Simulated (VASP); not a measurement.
Input for VASP

POSCAR:
```
AgBr
1
    0.0000000000     2.8850000000     2.8850000000
    2.8850000000     0.0000000000     2.8850000000
    2.8850000000     2.8850000000     0.0000000000
Ag Br
1 1
Direct
  0.0000000000   0.0000000000   0.0000000000
  0.5000000000   0.5000000000   0.5000000000
```

File KPOINTS:
```
Automatic mesh
0
Gamma
7 7 7
0 0 0
```

**INCAR**
```
! general
SYSTEM   =  AgBr
PREC     =  Accurate
ENCUT    =  520
LREAL    =  F
LASPH    =  T

! electronic loop
EDIFF    =  1E-6
NELM     =  100   ! most electronic steps
ALGO     =  Normal   ! blocked Davidson
LMAXMIX  =  4   ! l cut-off of mixed one-centre charges

! smearing
ISMEAR   =  0
SIGMA    =  0.05   ! width (eV)

! functional
GGA      =  PS   ! PBEsol

! ions
IBRION   =  2
NSW      =  60   ! most ionic steps
ISIF     =  3   ! ions, shape and volume
EDIFFG   =  -0.01   ! ionic stop

! output
LWAVE    =  F
LCHARG   =  F
```

POTCAR, in this order: Ag Br (PBE.64 set). Program: vasp_std.

Write an equivalent input for Ansatz.

One equivalent input (not run):
Ansatz 0.2 input:
```yaml
crystal:
  lattice:
    - [0.0000000, 2.8850000, 2.8850000]
    - [2.8850000, 0.0000000, 2.8850000]
    - [2.8850000, 2.8850000, 0.0000000]
  atoms:
    - { symbol: Ag, position: [0.0000000, 0.0000000, 0.0000000] }
    - { symbol: Br, position: [0.5000000, 0.5000000, 0.5000000] }
kpoints:
  mp_grid: { grid: [7, 7, 7] }
hamiltonian:
  xc: pbesol
  pseudopotentials: { kind: paw }
scf:
  occupations: { method: gaussian, width: 0.05 }
  max_iter: 100
relax:
  max_steps: 60
  f_tol: 0.01
  cell: {}
output: { forces: true, stress: true, eigenvalues: true }
```
What does not carry over: each code has its own PAW files, so the cut-off isn't converted (ENCUT is set for VASP's; basis.ecutwfc is left out, and Ansatz then takes the one that its files recommend); Ansatz stops its SCF on the density residual and VASP on the energy change (EDIFF).

The compound is AgBr in the rock salt structure. This run relaxes it. Symmetry was kept, so distortions that lower it aren't found.
